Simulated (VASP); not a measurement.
## A VASP study of Co2TeS (RPBE): structure first, properties next

What structure does Co2TeS take at this level, and what are its properties? The steps: rough relaxation of the start cell, full relaxation (RPBE), density, ELF and potential (RPBE), band structure (RPBE), total and projected DOS (RPBE) and field gradients at the nuclei (RPBE). The cell is invented: it takes the structure of a Materials Project entry for Mg2TeS (space group 160 there), with some of its atoms replaced by other elements, volume scaled by an estimate. It may not be a known or stable phase.

Main program and level: VASP 6.6.1; RPBE, spin-polarised from a ferromagnetic start; plane waves and PAW (Te, Co, S); invented cell.

**1. Starting point**

Before any relaxation, the start is as follows. The structure is trigonal, space group R3m (No. 160). Conventional cell: a = 4.050 Å, b = 4.050 Å, c = 19.964 Å, α = 90.00°, β = 90.00°, γ = 120.00°. Nearest to Te lie 4 Co at 2.57 to 2.64 Å. Nearest to Co lie 3 S at 2.42 Å and 1 Te at 2.64 Å. Co has 1 S at 2.32 Å and 3 Te at 2.57 Å nearest. S has 4 Co at 2.32 to 2.42 Å nearest. It derives from Mg2TeS. it takes the structure of a Materials Project entry for Mg2TeS (space group 160 there), with some of its atoms replaced by other elements, volume scaled by an estimate. Farther neighbours and most contacts between anions are not listed.

Coordinates:

```cif
data_structure
_symmetry_space_group_name_H-M 'P 1'
_symmetry_Int_Tables_number 1
_cell_length_a 7.0536
_cell_length_b 7.0536
_cell_length_c 7.0536
_cell_angle_alpha 33.366
_cell_angle_beta 33.366
_cell_angle_gamma 33.366
_cell_volume 94.53
loop_
_atom_site_label
_atom_site_type_symbol
_atom_site_fract_x
_atom_site_fract_y
_atom_site_fract_z
_atom_site_occupancy
Te1 Te 0.87690 0.87690 0.87690 1
Co2 Co 0.00928 0.00928 0.00928 1
Co3 Co 0.48995 0.48995 0.48995 1
S4 S 0.37388 0.37388 0.37388 1
```

**2. Rough relaxation of the start cell**

The start is only an estimate, so a cheap relaxation brings it near a minimum before any careful run. RPBE by itself binds more weakly than PBE and expands cells.

Contents of INCAR:

```
SYSTEM = Co2TeS
PREC = Normal
ENCUT = 400
EDIFF = 1E-05
NELM = 60
ISMEAR = -1
SIGMA = 0.05
LREAL = .FALSE.
ALGO = Fast
GGA = RP
NBANDS = 23
ISPIN = 2
MAGMOM = 0 2 2 0
LMAXMIX = 4
LORBIT = 11
LWAVE = .FALSE.
LCHARG = .FALSE.
KPAR = 2
IBRION = 2
NSW = 40
ISIF = 3
EDIFFG = -0.04
```

Contents of POSCAR:

```
Co2TeS
1.0
    2.0249320000      1.1690950000      6.6548050000
   -2.0249320000      1.1690950000      6.6548050000
    0.0000000000     -2.3381900000      6.6548050000
Te Co S
1 2 1
Direct
    0.8769030000      0.8769030000      0.8769030000
    0.0092756700      0.0092756700      0.0092756700
    0.4899450000      0.4899450000      0.4899450000
    0.3738790000      0.3738790000      0.3738790000
```

Contents of KPOINTS:

```
Automatic mesh
0
Gamma
5 5 5
0 0 0
```

PAW data sets: Te, Co and S (PBE family, release 64).

The run is started by

```console
> mpirun -np 2 vasp_std
```

The program printed:

```text
[banner, memory and clock lines left out]
running    2 mpi-ranks, on    1 nodes
[...]
|                                                                             |
|               ----> ADVICE to this user running VASP <----                  |
|                                                                             |
|     You enforced a specific xc type in the INCAR file but a different       |
|     [... a line on the potential file left out ...]
|     I HOPE YOU KNOW WHAT YOU ARE DOING!                                     |
|                                                                             |

 LDA part: xc-table for (Slater+PW92), standard interpolation
 POSCAR, INCAR and KPOINTS ok, starting setup
[...]
entering main loop
       N       E                     dE             d eps       ncg     rms          rms(c)
DAV:   1     0.166704468876E+03    0.16670E+03   -0.10189E+04  1748   0.996E+02
DAV:   2    -0.708537493872E+01   -0.17379E+03   -0.16332E+03  1769   0.247E+02
DAV:   3    -0.210759457412E+02   -0.13991E+02   -0.13508E+02  2182   0.796E+01
DAV:   4    -0.215245165283E+02   -0.44857E+00   -0.44780E+00  2158   0.155E+01
[...]
RMM:  17    -0.193670674573E+02   -0.50373E-05   -0.11234E-04  1707   0.693E-02    0.444E-02
RMM:  18    -0.193670856723E+02   -0.18215E-04   -0.35443E-05  1368   0.408E-02    0.214E-02
RMM:  19    -0.193670904643E+02   -0.47919E-05   -0.10878E-05  1142   0.235E-02
   1 F= -.19367090E+02 E0= -.19350576E+02  d E =-.193671E+02  mag=     3.8527
[... from here on, the cycles between the ionic steps are left out ...]
   2 F= -.19859886E+02 E0= -.19837216E+02  d E =-.492796E+00  mag=     1.2151
   3 F= -.19888334E+02 E0= -.19867249E+02  d E =-.521244E+00  mag=     0.9286
   4 F= -.19865128E+02 E0= -.19850597E+02  d E =-.498037E+00  mag=     0.3169
   5 F= -.19893180E+02 E0= -.19874044E+02  d E =-.526090E+00  mag=     0.7208
   6 F= -.20014695E+02 E0= -.19999501E+02  d E =-.121515E+00  mag=     0.3410
   7 F= -.20057550E+02 E0= -.20041941E+02  d E =-.164370E+00  mag=     0.1534
   8 F= -.20086323E+02 E0= -.20067876E+02  d E =-.287727E-01  mag=     0.0572
   9 F= -.20093260E+02 E0= -.20075809E+02  d E =-.357099E-01  mag=     0.0753
  10 F= -.20104617E+02 E0= -.20087195E+02  d E =-.113568E-01  mag=     0.0270
  11 F= -.20112990E+02 E0= -.20094847E+02  d E =-.197304E-01  mag=    -0.0303
  12 F= -.20119053E+02 E0= -.20100135E+02  d E =-.606288E-02  mag=    -0.0503
  13 F= -.20121788E+02 E0= -.20102041E+02  d E =-.879756E-02  mag=    -0.0860
  14 F= -.20122025E+02 E0= -.20101883E+02  d E =-.903488E-02  mag=     0.0048
  15 F= -.20122030E+02 E0= -.20101824E+02  d E =-.903970E-02  mag=     0.0031
  16 F= -.20122714E+02 E0= -.20102366E+02  d E =-.683766E-03  mag=     0.0010
[...]
hard stop encountered!  aborting job ...
[...]
|     The electronic self-consistency was not achieved in the given           |
[...]
soft stop encountered!  aborting job ...
  17 F= -.20125069E+02 E0= -.20104649E+02  d E =-.408407E-01  mag=     0.0005
 deleting file STOPCAR
```

Wall time 17 min (2 MPI ranks of AMD EPYC 7R43, shared host); peak memory 0.51 GiB.

The logs omit lines about the potential files and the build; timing stands in the text.

The run was stopped at its time limit, by a STOPCAR file.

By then 16 ionic steps had been finished.

The next step goes on from the cell that it reached.

**3. Full relaxation (RPBE)**

Properties are meant for the cell that this level of theory prefers, so cell and atoms are relaxed first (ISIF = 3) until forces and stress are small; EDIFFG sets the threshold.

Contents of INCAR:

```
SYSTEM = Co2TeS
PREC = Accurate
ENCUT = 400
EDIFF = 1E-06
NELM = 100
ISMEAR = -1
SIGMA = 0.05
LREAL = .FALSE.
ALGO = Normal
GGA = RP
NBANDS = 23
ISPIN = 2
MAGMOM = 0 2 2 0
LMAXMIX = 4
LORBIT = 11
LWAVE = .FALSE.
LCHARG = .FALSE.
KPAR = 2
IBRION = 2
NSW = 60
ISIF = 3
EDIFFG = -0.01
```

Contents of POSCAR:

```
Co2TeS
1.0
    1.8730742955      1.0814199216      6.0459241916
   -1.8730742955      1.0814199216      6.0459241916
    0.0000000000     -2.1628398432      6.0459241916
Te Co S
1 2 1
Direct
    0.8816050398      0.8816050398      0.8816050398
    0.0210346112      0.0210346112      0.0210346112
    0.4824980508      0.4824980508      0.4824980508
    0.3648649681      0.3648649681      0.3648649681
```

Contents of KPOINTS:

```
Automatic mesh
0
Gamma
7 7 7
0 0 0
```

The run is started by

```console
> mpirun -np 2 vasp_std
```

The program printed:

```text
[banner, memory and clock lines left out]
running    2 mpi-ranks, on    1 nodes
 distrk:  each k-point on    1 cores,    2 groups
 distr:  one band on    1 cores,    1 groups

 POSCAR found type information on POSCAR TeCoS
 POSCAR found :  3 types and       4 ions
 [... a notice as in an earlier step ...]

 LDA part: xc-table for (Slater+PW92), standard interpolation
 POSCAR, INCAR and KPOINTS ok, starting setup
 FFT: planning ... GRIDC
 FFT: planning ... GRID_SOFT
 FFT: planning ... GRID
 WAVECAR not read
 entering main loop
       N       E                     dE             d eps       ncg     rms          rms(c)
DAV:   1     0.169175000090E+03    0.16918E+03   -0.10408E+04  4048   0.107E+03
DAV:   2    -0.763542590135E+01   -0.17681E+03   -0.16559E+03  4125   0.259E+02
DAV:   3    -0.213608522859E+02   -0.13725E+02   -0.13349E+02  5028   0.831E+01
DAV:   4    -0.217956684210E+02   -0.43482E+00   -0.43410E+00  4909   0.156E+01
DAV:   5    -0.218129490651E+02   -0.17281E-01   -0.17278E-01  5370   0.313E+00    0.173E+01
DAV:   6    -0.265278338391E+02   -0.47149E+01   -0.49110E+01  5145   0.106E+02    0.273E+01
DAV:   7    -0.208035036143E+02    0.57243E+01   -0.18552E+01  4973   0.970E+01    0.137E+01
DAV:   8    -0.214232440310E+02   -0.61974E+00   -0.17498E+01  5382   0.625E+01    0.174E+01
DAV:   9    -0.201689308426E+02    0.12543E+01   -0.10707E+01  6165   0.387E+01    0.483E+00
DAV:  10    -0.201138663221E+02    0.55065E-01   -0.55029E-01  6161   0.976E+00    0.112E+00
DAV:  11    -0.201169827090E+02   -0.31164E-02   -0.28202E-02  5245   0.153E+00    0.803E-01
DAV:  12    -0.201180489521E+02   -0.10662E-02   -0.60798E-03  5695   0.110E+00    0.340E-01
DAV:  13    -0.201196796293E+02   -0.16307E-02   -0.48549E-03  6401   0.887E-01    0.251E-01
DAV:  14    -0.201201269435E+02   -0.44731E-03   -0.87577E-04  6457   0.369E-01    0.191E-01
DAV:  15    -0.201205034135E+02   -0.37647E-03   -0.15060E-03  6447   0.653E-01    0.806E-02
DAV:  16    -0.201206198488E+02   -0.11644E-03   -0.56149E-04  6555   0.284E-01    0.555E-02
DAV:  17    -0.201206505196E+02   -0.30671E-04   -0.16853E-04  6785   0.186E-01    0.363E-02
DAV:  18    -0.201206580510E+02   -0.75313E-05   -0.73388E-05  6476   0.132E-01    0.916E-03
DAV:  19    -0.201206604511E+02   -0.24001E-05   -0.15858E-05  4847   0.440E-02    0.423E-03
DAV:  20    -0.201206608549E+02   -0.40380E-06   -0.27245E-06  2868   0.220E-02
   1 F= -.20120661E+02 E0= -.20106364E+02  d E =-.201207E+02  mag=     0.9917
 curvature:   0.00 expect dE= 0.000E+00 dE for cont linesearch  0.000E+00
 trial: gam= 0.00000 g(F)=  0.975E-03 g(S)=  0.105E-03 ort = 0.000E+00 (trialstep = 0.100E+01)
 search vector abs. value=  0.108E-02
 bond charge predicted
       N       E                     dE             d eps       ncg     rms          rms(c)
DAV:   1    -0.201223967453E+02   -0.17363E-02   -0.18134E-01  4062   0.275E+00    0.315E-01
DAV:   2    -0.201242181605E+02   -0.18214E-02   -0.17540E-02  5154   0.216E+00    0.418E-01
DAV:   3    -0.201218898326E+02    0.23283E-02   -0.84776E-03  4685   0.174E+00    0.262E-01
DAV:   4    -0.201216999619E+02    0.18987E-03   -0.31831E-03  6234   0.895E-01    0.151E-01
DAV:   5    -0.201215444984E+02    0.15546E-03   -0.49323E-04  6137   0.367E-01    0.407E-02
DAV:   6    -0.201215382382E+02    0.62603E-05   -0.32576E-05  4976   0.614E-02    0.230E-02
DAV:   7    -0.201215379656E+02    0.27256E-06   -0.38106E-06  3495   0.190E-02
   2 F= -.20121538E+02 E0= -.20107302E+02  d E =-.877111E-03  mag=     0.9941
[... from here on, the cycles between the ionic steps are left out ...]
   3 F= -.20122077E+02 E0= -.20107950E+02  d E =-.141628E-02  mag=     0.9980
   4 F= -.20122617E+02 E0= -.20108571E+02  d E =-.539425E-03  mag=     1.0090
   5 F= -.20123515E+02 E0= -.20109642E+02  d E =-.143823E-02  mag=     1.0395
   6 F= -.20123607E+02 E0= -.20109764E+02  d E =-.152990E-02  mag=     1.0486
   7 F= -.20124207E+02 E0= -.20110429E+02  d E =-.600280E-03  mag=     1.0532
   8 F= -.20124779E+02 E0= -.20111169E+02  d E =-.117181E-02  mag=     1.0668
   9 F= -.20124811E+02 E0= -.20111170E+02  d E =-.120394E-02  mag=     1.0646
  10 F= -.20124814E+02 E0= -.20111164E+02  d E =-.120724E-02  mag=     1.0637
  11 F= -.20124811E+02 E0= -.20111167E+02  d E =-.120354E-02  mag=     1.0642
  12 F= -.20124837E+02 E0= -.20111185E+02  d E =-.267495E-04  mag=     1.0653
  13 F= -.20124843E+02 E0= -.20111181E+02  d E =-.324753E-04  mag=     1.0665
  14 F= -.20124847E+02 E0= -.20111168E+02  d E =-.383829E-05  mag=     1.0686
  15 F= -.20124846E+02 E0= -.20111160E+02  d E =-.301582E-05  mag=     1.0698
  16 F= -.20124838E+02 E0= -.20111138E+02  d E =0.461239E-05  mag=     1.0716
  17 F= -.20124842E+02 E0= -.20111144E+02  d E =0.779825E-06  mag=     1.0713
  18 F= -.20124845E+02 E0= -.20111151E+02  d E =-.184566E-05  mag=     1.0708
  19 F= -.20124846E+02 E0= -.20111154E+02  d E =-.252191E-05  mag=     1.0705
  20 F= -.20124846E+02 E0= -.20111150E+02  d E =-.313030E-05  mag=     1.0704
 curvature:  -0.06 expect dE=-0.208E-05 dE for cont linesearch -0.579E-06
 ZBRENT: accuracy reached
 trial: gam=-0.15573 g(F)=  0.177E-04 g(S)=  0.161E-04 ort = 0.438E-04 (trialstep = 0.349E+00)
 search vector abs. value=  0.250E-04
 bond charge predicted
       N       E                     dE             d eps       ncg     rms          rms(c)
DAV:   1    -0.201248554880E+02   -0.97002E-05   -0.40468E-04  4384   0.171E-01    0.296E-02
DAV:   2    -0.201248800757E+02   -0.24588E-04   -0.20459E-04  5065   0.247E-01    0.559E-02
DAV:   3    -0.201248677865E+02    0.12289E-04   -0.24019E-04  5055   0.266E-01    0.637E-02
DAV:   4    -0.201248452785E+02    0.22508E-04   -0.84730E-05  4960   0.156E-01    0.662E-03
DAV:   5    -0.201248450395E+02    0.23897E-06   -0.44231E-06  4159   0.144E-02
  21 F= -.20124845E+02 E0= -.20111147E+02  d E =0.114167E-05  mag=     1.0709
 trial-energy change:    0.000001  1 .order   -0.000006   -0.000009   -0.000002
 step:   0.4657(harm=  0.4657)  dis= 0.00024  next Energy=   -20.124852 (dE=-0.626E-05)
 reached required accuracy - stopping structural energy minimisation
```

It took 34 min on 2 MPI ranks; peak memory 0.68 GiB; 68 min of CPU time.

OUTCAR, selected parts (step 3):

```text
ion  position               nearest neighbor table
   1  0.882  0.882  0.882-   3 2.47   3 2.47   3 2.47   2 2.53
   2  0.021  0.021  0.021-   4 2.17   4 2.17   4 2.17   1 2.53
   3  0.482  0.482  0.482-   4 2.13   1 2.47   1 2.47   1 2.47
   4  0.365  0.365  0.365-   3 2.13   2 2.17   2 2.17   2 2.17

  LATTYP: Found a trigonal (rhomboedric) cell.
 ALAT       =     6.4211428651
 COS(alpha) =     0.8298173280

 Subroutine GETGRP returns: Found  6 space group operations
 (whereof  6 operations were pure point group operations)

The static configuration has the point symmetry C_3v.

 Found     44 irreducible k-points:

   k-points           NKPTS =     44   k-points in BZ     NKDIM =     44   number of bands    NBANDS=     23

   dimension x,y,z NGX =    42 NGY =   42 NGZ =   42
   dimension x,y,z NGXF=    84 NGYF=   84 NGZF=   84

   ENCUT  =  400.0 eV  29.40 Ry    5.42 a.u.  10.47 10.47 10.47*2*pi/ulx,y,z

   NELECT =      30.0000    total number of electrons

 k-points in reciprocal lattice and weights: Automatic mesh
   0.00000000  0.00000000  0.00000000       0.003
   0.14285714  0.00000000 -0.00000000       0.017
   0.28571429  0.00000000 -0.00000000       0.017
   0.42857143  0.00000000 -0.00000000       0.017
   0.14285714  0.14285714 -0.00000000       0.017
   0.28571429  0.14285714 -0.00000000       0.035
   0.42857143  0.14285714  0.00000000       0.035
  -0.42857143  0.14285714 -0.00000000       0.035
  -0.28571429  0.14285714  0.00000000       0.035
[...]
0.42857143  0.42857143  0.42857143       0.006
  -0.42857143  0.42857143  0.42857143       0.017

 average (electrostatic) potential at core
       1 -87.6802       2 -81.0894       3 -81.0383       4 -85.2131

 E-fermi :   7.4946

 spin component 1
 k-point     1 :       0.0000    0.0000    0.0000
  band No.  band energies     occupation
    ...
      9       5.8003      1.00000
     10       5.9745      1.00000
     11       5.9745      1.00000
     12       6.0675      1.00000
     13       6.0675      1.00000
     14       8.4967      0.00000
     15       8.4967      0.00000
     16       8.6820      0.00000
     17       9.8104      0.00000
     18       9.8104      0.00000
    ...

 k-point     2 :       0.1429    0.0000   -0.0000
  band No.  band energies     occupation
    ...
     10       5.8660      1.00000
     11       5.8822      1.00000
     12       6.1173      1.00000
     13       6.1872      1.00000
     14       7.4596      0.66826
     15       8.2032      0.00000
     16       8.7145      0.00000
     17       8.9430      0.00000
     18       9.2608      0.00000
     19      11.7403      0.00000
    ...

 k-point     3 :       0.2857    0.0000   -0.0000
  band No.  band energies     occupation
    ...
     10       5.6899      1.00000
     11       5.7890      1.00000
     12       6.1811      1.00000
     13       6.2949      1.00000
     14       6.6514      1.00000
     15       7.5230      0.36193
     16       7.5683      0.18650
     17       8.4280      0.00000
     18       8.4558      0.00000
     19      12.2172      0.00000
    ...

 k-point     4 :       0.4286    0.0000   -0.0000
  band No.  band energies     occupation
    ...
     12       6.0988      1.00000
     13       6.2339      1.00000
     14       6.4550      1.00000
     15       6.9791      0.99997
     16       7.1539      0.99890
     17       7.7357      0.00799
     18       8.0084      0.00003
     19      12.1107      0.00000
     20      12.5649      0.00000
     21      13.7370      0.00000
    ...

 k-point     5 :       0.1429    0.1429   -0.0000
  band No.  band energies     occupation
    ...
      9       5.7342      1.00000
     10       5.8892      1.00000
     11       5.8910      1.00000
     12       6.1255      1.00000
     13       6.1339      1.00000
     14       7.5777      0.15953
     15       8.0703      0.00001
     16       8.4731      0.00000
     17       9.0509      0.00000
     18       9.4512      0.00000
    ...

 k-point     6 :       0.2857    0.1429   -0.0000
  band No.  band energies     occupation
    ...
     10       5.8064      1.00000
     11       5.8543      1.00000
     12       6.0889      1.00000
     13       6.2793      1.00000
     14       6.8401      1.00000
     15       7.5565      0.22492
     16       7.7345      0.00818
     17       8.3436      0.00000
     18       8.9396      0.00000
     19      12.5707      0.00000
    ...

  Total       -0.0020584     -0.0020584     -0.0145104      0.0000000      0.0000000     -0.0000000
  in kB       -0.0451381     -0.0451381     -0.3181931      0.0000000      0.0000000     -0.0000000
  external PRESSURE =      -0.1361564 kB  Pullay stress =       0.0000000 kB

  energy-cutoff  :      400.00
  volume of cell :       73.06
      direct lattice vectors                 reciprocal lattice vectors
     1.878461524  1.084530239  5.977285092     0.266175268  0.153676367  0.055766678
    -1.878461524  1.084530239  5.977285092    -0.266175268  0.153676367  0.055766678
     0.000000000 -2.169060479  5.977285092     0.000000000 -0.307352733  0.055766678

 POSITION                                       TOTAL-FORCE (eV/Angst)
 -----------------------------------------------------------------------------------
      0.00000      0.00000     15.79682        -0.000000     -0.000000     -0.000462
      0.00000      0.00000      0.42957         0.000000     -0.000000      0.004297
      0.00000      0.00000      8.63837        -0.000000      0.000000     -0.009342
      0.00000      0.00000      6.51603         0.000000      0.000000      0.005506
 -----------------------------------------------------------------------------------
    total drift:                                0.000000     -0.000003      0.000442

  FREE ENERGIE OF THE ION-ELECTRON SYSTEM (eV)
  ---------------------------------------------------
  free  energy   TOTEN  =       -20.1248450395 eV

  energy  without entropy=      -20.0974490504  energy(sigma->0) =      -20.11114704

 reached required accuracy - stopping structural energy minimisation

 total charge
# of ion       s       p       d       tot
------------------------------------------
    1        1.363   1.935   0.095   3.393
    2        0.408   0.467   7.426   8.302
    3        0.421   0.448   7.448   8.317
    4        1.329   2.372   0.000   3.701
--------------------------------------------------
tot          3.521   5.223  14.969  23.713

 magnetization (x)
# of ion       s       p       d       tot
------------------------------------------
    1        0.009  -0.034  -0.002  -0.026
    2        0.007   0.005   0.555   0.567
    3        0.015   0.009   0.457   0.481
    4        0.003   0.038   0.000   0.041
--------------------------------------------------
tot          0.034   0.018   1.010   1.062

[... 6 further parts left out ...]
```

CONTCAR:

```
Co2TeS
   1.00000000000000
     1.8784615241937401    1.0845302393044671    5.9772850919040925
    -1.8784615241937401    1.0845302393044671    5.9772850919040925
     0.0000000000000000   -2.1690604786089343    5.9772850919040925
  Te              Co              S
     1     2     1
Direct
     0.8809363646560020    0.8809363646560020    0.8809363646560020
     0.0239557776582062    0.0239557776582062    0.0239557776582062
     0.4817333975509887    0.4817333975509887    0.4817333975509887
     0.3633771300348022    0.3633771300348022    0.3633771300348022
```

The magnetic state follows from one typed start and may not be the lowest. The k-mesh is coarse for a metal. LASPH is off, so gradient terms of the non-spherical density inside the spheres are left out; for open d or f shells this can shift gaps and moments. The PAW data sets were made with PBE, which is usual practice but a small mismatch for other functionals. The run keeps the 6 symmetry operations of its start, so it cannot find a distortion of lower symmetry.

(Part 1 of 4 ends here.)

[Lines on the potential files, build, host, timing and source positions are cut from VASP's logs without a mark.]

[Logs are printed without paths, hosts, clocks, repeated set-up lines and the standing remarks that a program may print on its own settings, such as how far it seeks lower states.]

[Hosts, paths, dates, database ids (printed as entryN), source tags and the programs' standing remarks are cut or masked in the printed files.]

[A measured line is paired with the nearest computed mode of its activity, which favours agreement.]
